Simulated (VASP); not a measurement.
## GeCN2: equation of state with PBEsol

The system is GeCN2.

```
Ge N C
1.0
     1.79379    1.03565    4.92196
    -1.79379    1.03565    4.92196
     0.00000   -2.07129    4.92196
Ge N C
1 2 1
Direct
  0.00000 0.00000 0.00000
  0.58390 0.58390 0.58390
  0.41610 0.41610 0.41610
  0.50000 0.50000 0.50000
```

The cell comes from a database or a generator and needn't be the stable form of this composition.

- Program: VASP 6.6.1
- Task: equation of state
- Functional: PBEsol
- Potentials or basis: VASP PAW PBE potentials, release 64 (Ge_d, N, C)
- Cutoff: 520 eV
- k mesh: 9 × 9 × 9
- Occupations: fermi-dirac, width 0.05 eV
- Spin: no spin polarisation
- Ladder: free
- Further INCAR settings: ALGO = Normal; EDIFF = 1e-07; NBANDS = 22

```json
{
  "Equilibrium volume": "13.41 Å³/atom",
  "Bulk modulus at fixed shape and positions": "138 GPa",
  "Pressure derivative of the bulk modulus": "3.9"
}
```

Energy against volume, from the lowest point:
| volume (Å³/atom) | energy (meV/atom) |
| --- | --- |
| 12.893 | 9.32 |
| 13.167 | 2.01 |
| 13.441 | 0.00 |
| 13.716 | 2.79 |
| 13.990 | 9.91 |
| 14.264 | 20.97 |
| 14.538 | 35.59 |

All runs of the series together: 11 min on 1 thread of Intel(R) Xeon(R) 6975P-C (Granite Rapids), with other jobs on the host.

Caveat: the standard files for N, O and F lose accuracy on very short bonds; the cell was scaled at fixed shape and fractional positions, which overstates the stiffness of a crystal with free parameters, most of all of layers and chains; the PAW data sets were made with another functional, which shifts forces and pressure a little.
